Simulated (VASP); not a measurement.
# Biaxial (001) strain of bcc vanadium from −2 % to +2 %: normal strain, stress and elastic moduli with PBEsol

We calculate how body-centred cubic vanadium responds when equal strain is imposed along both in-plane axes of (001) and the normal is left free of stress. This is the situation of a coherent film on a substrate, where the lattice mismatch fixes the in-plane strain. A designer then needs the change in layer spacing, the stress that the film carries and the energy that it stores. Strains are measured against the crystal relaxed with PBEsol, and energies are per atom above that crystal. Tension is positive. The strained cell is body-centred tetragonal, and its single atom stays fixed by symmetry, so the response comes from the cell shape alone.

## How the numbers were made

The start is an entry of the ASE's table of reference states database. The crystal was relaxed with PBEsol. Equal strain is imposed in the (001) plane; the strain along the normal is adjusted until the normal stress vanishes, and the atoms are relaxed with PBEsol. VASP 6.6.1, plane waves with PAW, cutoff 450 eV, no spin polarisation, no spin-orbit coupling, k mesh 27×27×27, static lattice. The same in all rows: band gap on the k mesh at PBEsol: 0.000 eV.

Notes on method and selection:

- Runs that did not converge, have known faults or may not be shown are not listed, and runs on Ansatz's PAW sets soft_1 and soft_2 are kept to separate tables.

Columns:

- strain (%): strain in the plane (tension positive).
- normal strain (%): strain along the normal.
- stress (GPa): in-plane stress, tension positive.
- strain energy (meV/atom): energy per atom above the relaxed crystal.

Input lines of one member:

```
PREC = Accurate
ENCUT = 450
EDIFF = 1E-07
NELM = 120
ISMEAR = 1
SIGMA = 0.15
LREAL = .FALSE.
ALGO = Normal
GGA = PS
NBANDS = 12
LASPH = .TRUE.
LORBIT = 11
KPAR = 2
IBRION = 1
NSW = 25
```

Command (options for logging and memory left out): `mpirun -np 2 vasp_std`

## Computed values

| member | strain (%) | normal strain (%) | stress (GPa) | strain energy (meV/atom) |
| --- | --- | --- | --- | --- |
| −2 % | −2.0 | 2.106 | −6.20 | 11.23 |
| −1.5 % | −1.5 | 1.556 | −4.59 | 6.58 |
| −1 % | −1.0 | 1.019 | −3.02 | 3.18 |
| −0.5 % | −0.5 | 0.496 | −1.48 | 1.04 |
| 0 % | 0.0 | −0.018 | 0.02 | 0.10 |
| +0.5 % | 0.5 | −0.516 | 1.48 | 0.35 |
| +1 % | 1.0 | −1.012 | 2.89 | 1.77 |
| +1.5 % | 1.5 | −1.511 | 4.21 | 4.31 |
| +2 % | 2.0 | −2.024 | 5.42 | 7.90 |

Least-squares fits to the whole series, with x = strain (%); R² and errors in the fitted variable (y, or ln y where the fit is in ln y):

| y | members | fit | R² | rms residual | leave-one-out rms | the same for the mean of the others |
| --- | --- | --- | --- | --- | --- | --- |
| normal strain (%) | 9 | y = 0.01067 − 1.027 x | 1.00 | 0.023 | 0.032 | 1.5 |
| stress (GPa) | 9 | y = −0.1411 + 2.922 x | 1.00 | 0.15 | 0.22 | 4.2 |

## Why the values move as they do

In-plane tension thins the crystal along the normal, and compression thickens it. Between −0.5 % and +0.5 % the normal strain changes by (−0.516 − 0.496) / 1.0 = −1.012 % per % of in-plane strain. Keeping the volume constant would require about −2, so the volume grows under tension by roughly 1 % per %. The crystal settles where the cost of changing its volume balances the cost of changing its shape.

Over the same interval the stress rises by (1.48 + 1.48) / 1.0 = 2.96 GPa per %, which gives a biaxial modulus M of 2.96 × 100 = 296 GPa.

For a cubic crystal with a stress-free normal, the normal strain is −2 C₁₂/C₁₁ times the in-plane strain, and M = C₁₁ (1 − r)(1 + 2r) with r = C₁₂/C₁₁. The two slopes therefore fix two constants:

- r = 1.012 / 2 = 0.506
- C₁₁ = 296 / ((1 − 0.506) × (1 + 2 × 0.506)) = 298 GPa
- C₁₂ = 0.506 × 298 = 151 GPa
- bulk modulus = (298 + 2 × 151) / 3 = 200 GPa
- tetragonal shear modulus = (298 − 151) / 2 = 73.5 GPa

The shear constant C₄₄ does not enter this deformation.

The stress curve bends. From −2 % to −1.5 % its slope is (6.20 − 4.59) / 0.5 = 3.22 GPa per %; from +1.5 % to +2 % it is (5.42 − 4.21) / 0.5 = 2.42 GPa per %. The sign is what anharmonic bonding would give: compression brings the atoms onto the steeper, repulsive side of their interaction, while tension moves them to the flatter side.

The strain energy is close to quadratic once opposite strains are averaged and the value at 0 % is subtracted. This gives (11.23 + 7.90) / 2 − 0.10 = 9.47 meV/atom at 2 % and (3.18 + 1.77) / 2 − 0.10 = 2.38 meV/atom at 1 %. Their ratio is 9.47 / 2.38 = 3.98, against 4 for a parabola.

## Residuals

Largest departures from the fit to the whole series:

| member | normal strain (%) | fit | computed − fit | in rms residuals |
| --- | --- | --- | --- | --- |
| −2 % | 2.106 | 2.065 | +0.041 | 1.8 |
| 0 % | −0.018 | 0.011 | −0.029 | 1.3 |
| −0.5 % | 0.496 | 0.524 | −0.028 | 1.2 |
| +2 % | −2.024 | −2.043 | +0.019 | 0.9 |

In normal strain the −2 % row lies farthest from the straight line, at +0.041 %. The +2 % row is also above the line, and the −0.5 % and 0 % rows are below it. This is the pattern of a gently curved response, not of a faulty row. The small tensile stress left in the reference crystal draws the free normal in slightly, as the −0.018 % of the 0 % row shows. It should shift every row by a similar amount, so it does not cause the curvature.

The energies show a larger oddity. Measured from the 0 % row, −2 % costs 11.23 − 0.10 = 11.13 meV/atom and +2 % costs 7.90 − 0.10 = 7.80 meV/atom, a ratio of 11.13 / 7.80 = 1.43. Summing the tabulated stresses over strain by the trapezium rule gives a ratio of work of only about 1.1. Most of the asymmetry is therefore not elastic.

The likeliest cause is the finite plane-wave basis, through what is called Pulay stress. The computed stress is the slope of the energy for a fixed set of plane waves. The energies of the rows are compared at a fixed cutoff instead, where a larger cell holds more plane waves. The cell with zero computed stress is then slightly smaller than the cell of lowest energy at this cutoff. Expansion from it looks too cheap and compression too costly. The finite basis probably also accounts for the 0.10 meV/atom at 0 %, which is far more than the residual stress could store. A higher cutoff should reduce both.

## Short exercises

**What stress and layer spacing should we expect in a film at +0.8 % strain?**

The strain lies 0.6 of the way from the +0.5 % row to the +1 % row.

- Stress: 1.48 + 0.6 × (2.89 − 1.48) = 2.33 GPa, tensile.
- Normal strain: −0.516 − 0.6 × (1.012 − 0.516) = −0.814 %, so the layer spacing shrinks by about 0.8 %.

**Up to what strain does a single modulus give the stress to within 5 %?**

We take 2.96 GPa per % and start from the 0.02 GPa of the 0 % row.

- At +1 % the line gives 0.02 + 2.96 × 1 = 2.98 GPa against 2.89 computed, 3 % too high.
- At +1.5 % it gives 0.02 + 2.96 × 1.5 = 4.46 GPa against 4.21, 6 % too high.
- At −1.5 % it gives 0.02 − 2.96 × 1.5 = −4.42 GPa against −4.59, 4 % too small in size.
- At −2 % it gives 0.02 − 2.96 × 2 = −5.90 GPa against −6.20, 5 % too small in size.

Among the calculated strains, the tolerance is met from −2 % to +1 %. Beyond that on the tensile side, the tabulated stresses should be used.

**Which strain energy should enter a film model at 1 % mismatch?**

The raw values, 3.18 meV/atom in compression and 1.77 in tension, probably contain the effect of the slightly too small reference cell with opposite signs. Their average less the 0 % value, about 2.4 meV/atom, largely removes it and serves for either sign of mismatch.

## Conclusions and limits

Linear elasticity describes the stress to about 3 % for strains up to 1 % of either sign, and it fails sooner in tension than in compression. The normal strain stays closer to a straight line than the stress does. For moduli, use the slope of the stress, or energies averaged over opposite strains; the energy at one sign of strain alone would mislead.

The lattice is static. Thermal expansion and vibrations would normally lower the moduli, so a warm crystal should be softer than these values. PBEsol also tends to make the lattices of 3d metals too short and too stiff, which acts in the same direction. No measured moduli are compared here. The crystal is free of defects, so the table gives elastic stress only; a real film may relax by forming dislocations before it reaches the larger strains.

[Logs are printed without paths, hosts, clocks, repeated set-up lines and the standing remarks that a program may print on its own settings, such as how far it seeks lower states.]
